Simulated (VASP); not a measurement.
Here is the system:

```xyz
3
Lattice="1.8083 -3.1321 0.0000 1.8083 3.1321 0.0000 0.0000 0.0000 5.8749" Properties=species:S:1:pos:R:3 pbc="T T T"
Zr     0.0000     0.0000     0.0000
S      1.8083     1.0440     1.4020
S      1.8083    -1.0440     4.4730
```

All values below come from SCAN meta-GGA, VASP's PBE PAW potentials (set 64) (plane waves; VASP). Settings: 520 eV cut-off, 7×7×4 Γ-centred mesh, Gaussian smearing of 0.050 eV, potentials Zr_sv S.

Task: The ions and cell shape at fixed volume are relaxed. What does this cell relax into?

Result: 
```xyz
3
Lattice="1.8286 -3.1672 0.0000 1.8286 3.1672 0.0000 0.0000 0.0000 5.7455" Properties=species:S:1:pos:R:3 pbc="T T T"
Zr     0.0000     0.0000     0.0000
S      1.8286     1.0557     1.4401
S      1.8286    -1.0557     4.3054
```
Space group P-3m1 (164), at a tolerance of 0.03 Å.

Task: How much energy does the relaxation gain?

Result: The energy (σ→0) changes by -20.0 meV/atom, in 6 ionic steps.

The compound is ZrS2 in the 1T layered structure. This cell is one point of a volume scan, at 0.94 of the reference volume. Symmetry was kept, so distortions that lower it aren't found.
